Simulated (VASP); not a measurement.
Here is the system:

```xyz
7
Lattice="6.1051 -2.0273 0.0000 6.1051 2.0273 0.0000 -1.3475 0.0000 5.0182" Properties=species:S:1:pos:R:3 pbc="T T T"
Ni     0.0000     0.0000     0.0000
Ni     8.6806     0.0000     3.3299
Ni     2.1821     0.0000     1.6883
Sn     6.5696     0.0000     1.5735
Sn     4.2931     0.0000     3.4446
Sn     9.8560     0.0000     0.9406
Sn     1.0067     0.0000     4.0776
```

All values below come from PBEsol GGA, VASP's PBE PAW potentials (set 64) (plane waves; VASP). Numerical set-up: 300 eV cut-off, 4×4×3 Γ-centred mesh, Fermi-Dirac smearing of 0.10 eV, potentials Ni Sn_d.

At this cut-off the stress carries a Pulay error, which pulls relaxed volumes low.

The ions, cell shape and volume are relaxed. Predict the relaxed structure.

```xyz
7
Lattice="6.0783 -2.0379 -0.0073 6.0783 2.0379 -0.0073 -1.3474 0.0000 4.9208" Properties=species:S:1:pos:R:3 pbc="T T T"
Ni     0.0000     0.0000     0.0000
Ni     8.6453     0.0000     3.2561
Ni     2.1638     0.0000     1.6500
Sn     6.5556     0.0000     1.5250
Sn     4.2536     0.0000     3.3811
Sn     9.8237     0.0000     0.9266
Sn     0.9854     0.0000     3.9795
```
Space group C2/m (12), at a tolerance of 0.03 Å.

How do energy and volume change from the first to the last step?

The energy (σ→0) changes by -5.0 meV/atom and the volume by -1.9 %, in 15 ionic steps.

The structure comes from a computed database's Ni3Sn4 entry; how it stands against other phases isn't given here. This run relaxes it. Symmetry was kept, so distortions that lower it aren't found. The k-mesh is coarse (spacing up to 0.43 per Å, 2π included), so the numbers may not be converged in it. The run is one of a series of settings (EDIFFG = -0.01, IBRION = 2, ISIF = 3, NSW = 50 against the base run), some of them coarse on purpose. The run is not spin-polarised, so no magnetic state was tried.
